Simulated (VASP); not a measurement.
Input:

```
CELL_PARAMETERS angstrom
      0.00000     2.61791     2.61791
      2.61791     0.00000     2.61791
      2.61791     2.61791     0.00000
ATOMIC_POSITIONS crystal
  Co 0.00000 0.00000 0.00000
  Si 0.25000 0.25000 0.25000
  Si 0.75000 0.75000 0.75000
```

Computed with LDA (Ceperley-Alder, Perdew-Zunger), VASP's LDA PAW potentials (set 64) (plane waves; VASP 6.6.1). Numerical set-up: 500 eV cut-off, 10×10×10 Γ-centred mesh, first-order Methfessel-Paxton smearing of 0.10 eV, potentials Co Si.

Energy and stress use the plane-wave basis of the starting cell.

Task: The ions, cell shape and volume at an external pressure of 10.0 GPa are relaxed. Predict the relaxed structure.

Result: 
```
CELL_PARAMETERS angstrom
      0.00000     2.59956     2.59956
      2.59956     0.00000     2.59956
      2.59956     2.59956     0.00000
ATOMIC_POSITIONS crystal
  Co 0.00000 0.00000 0.00000
  Si 0.25000 0.25000 0.25000
  Si 0.75000 0.75000 0.75000
```
Space group Fm-3m (225), at a tolerance of 0.03 Å.

Task: How do energy and volume change from the first to the last step?

Result: The energy (σ→0) changes by +11.5 meV/atom and the volume by -2.1 %, in 3 ionic steps.

The compound is CoSi2 in the fluorite structure. This run relaxes it under an external pressure of 10 GPa. Symmetry was kept, so distortions that lower it aren't found. The run is not spin-polarised, so no magnetic state was tried. The electron count is odd and the run is not spin-polarised, which forces a metal.
